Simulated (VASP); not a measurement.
An input for Ansatz (written as the equivalent of a VASP run, and not itself run):

Ansatz 0.2 input:
```yaml
crystal:
  lattice:
    - [3.3812184, 0.0000000, 0.0000000]
    - [0.0000000, 3.3812184, 0.0000000]
    - [0.0000000, 0.0000000, 3.3812184]
  atoms:
    - { symbol: Si, position: [0.0000000, 0.0000000, 0.0000000] }
    - { symbol: Ni, position: [0.0000000, 0.5000000, 0.5000000] }
    - { symbol: Ni, position: [0.5000000, 0.0000000, 0.5000000] }
    - { symbol: Ni, position: [0.5000000, 0.5000000, 0.0000000] }
kpoints:
  mp_grid: { grid: [9, 9, 9] }
hamiltonian:
  xc: pbesol
  pseudopotentials: { kind: paw }
scf:
  occupations: { method: methfessel_paxton, width: 0.1 }
  max_iter: 100
relax:
  max_steps: 40
  f_tol: 0.02
  cell: { p_target: 30 }
output: { forces: true, stress: true, eigenvalues: true }
```

Q: Translate this input to VASP (INCAR, KPOINTS, POSCAR, choice of POTCAR).

A: Several could match; the one computed here: 
KPOINTS:
```
K-points
0
gamma
  9 9 9
0 0 0
```

**INCAR**
```
ALGO  =  Normal   ! blocked Davidson
EDIFF  =  1E-6   ! SCF stop (eV)
NELM  =  100   ! most electronic steps
LMAXMIX  =  4   ! l cut-off of mixed one-centre charges
ENCUT  =  500
SIGMA  =  0.1   ! width (eV)
LREAL  =  F   ! projection in real space or not
LCHARG  =  F
LWAVE  =  F
PSTRESS  =  300
ISIF  =  3
PREC  =  Accurate
NSW  =  40
GGA  =  PS
EDIFFG  =  -0.02   ! ionic stop
LASPH  =  T
SYSTEM  =  Ni3Si
ISMEAR  =  1   ! Methfessel-Paxton
IBRION  =  2   ! conjugate gradients
```

POSCAR:
```
Ni3Si
1
    3.3812184181     0.0000000000     0.0000000000
    0.0000000000     3.3812184181     0.0000000000
    0.0000000000     0.0000000000     3.3812184181
Si Ni
1 3
Direct
  0.0000000000   0.0000000000   0.0000000000
  0.0000000000   0.5000000000   0.5000000000
  0.5000000000   0.0000000000   0.5000000000
  0.5000000000   0.5000000000   0.0000000000
```

POTCAR, in this order: Si Ni (PBE.64 set). Program: vasp_std.

What does not carry over: each code has its own PAW files, so the cut-off isn't converted (ENCUT is set for VASP's; basis.ecutwfc is left out, and Ansatz then takes the one that its files recommend); Ansatz stops its SCF on the density residual and VASP on the energy change (EDIFF).

The compound is Ni3Si in the L1_2 structure. This run relaxes it under an external pressure of 30 GPa. Symmetry was kept, so distortions that lower it aren't found.
